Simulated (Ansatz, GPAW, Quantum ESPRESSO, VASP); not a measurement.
**Code comparison for SrVO3 (Pm-3m, 5 atoms in the cell)**

Self-consistent single point, at a second geometry (lattice scaled by 0.98). First geometry:

```yaml
crystal:
  lattice:
    - [3.78432, 0.00000, 0.00000]
    - [0.00000, 3.78432, 0.00000]
    - [0.00000, 0.00000, 3.78432]
  atoms:
    - { symbol: Sr, position: [0.00000, 0.00000, 0.00000] }
    - { symbol: V, position: [0.50000, 0.50000, 0.50000] }
    - { symbol: O, position: [0.50000, 0.00000, 0.50000] }
    - { symbol: O, position: [0.00000, 0.50000, 0.50000] }
    - { symbol: O, position: [0.50000, 0.50000, 0.00000] }
```

Shared settings, as Ansatz (an electronic-structure program) writes them: kpoints.mp_grid.grid = 9 9 9; scf.occupations.method = fermi_dirac; scf.occupations.width = 0.1 eV. Potentials and cutoffs stand in the table.

| code | model | ΔF from the first geometry (meV/atom) | pressure (GPa) | cutoff |
|---|---|---|---|---|
| Ansatz | PBE, default PAW files | 78.1 | 27.30 | 420 eV |
| GPAW | PBE, GPAW PAW datasets PBE (gpaw-data 1.0.1) | 88.1 | – | 950 eV |
| Quantum ESPRESSO | PBE, GBRV 1.5 ultrasoft (PBE) pseudopotentials | 79.6 | 28.19 | 50 Ry |
| VASP | PBE, VASP's PBE PAW potentials (set 64) | 83.5 | 23.42 | 400 eV |

For Ansatz (by 0.4 GPa) and VASP (by 5.7 GPa) the energy change implies a higher mean pressure, against the two pressures, than for the other programs: a sign of finite-basis (Pulay) stress.

A dash marks a value that a program does not give, or that is left out as unsure.

On Ansatz's run: spin polarisation is off; with an odd number of electrons in the cell that forces a metal, and a magnetic state may lie lower.

The spread over the programs that give each value: ΔF from the first geometry within 10.0 meV/atom; pressure within 4.77 GPa.

Ansatz's pressure is given at a fixed set of plane waves, as the other plane-wave codes print theirs; with its correction for the finite basis it is 28.03 GPa (the shift of 0.73 GPa shows how far the cutoff is from converged). The pressure of GPAW is left out: its cutoff lies under the one at which its stress was checked. In the pressure, VASP (by 3.88) lies more than 1 GPa from the median of the plane-wave programs.

VASP's run is marked for a possible Pulay error in its stress at this cutoff; no cutoff test was made.

The starting cell has typed, rounded lattice constants, without a prior relaxation at this level. Its lattice was rescaled by a random factor within 2.5 % of one. For this run, on top of that: lattice scaled by 0.98.

Left out of this page: ABINIT, CP2K, Elk, FLEUR and SIESTA (not drawn, or without a comparable value).

Keys are those of Ansatz 0.2.
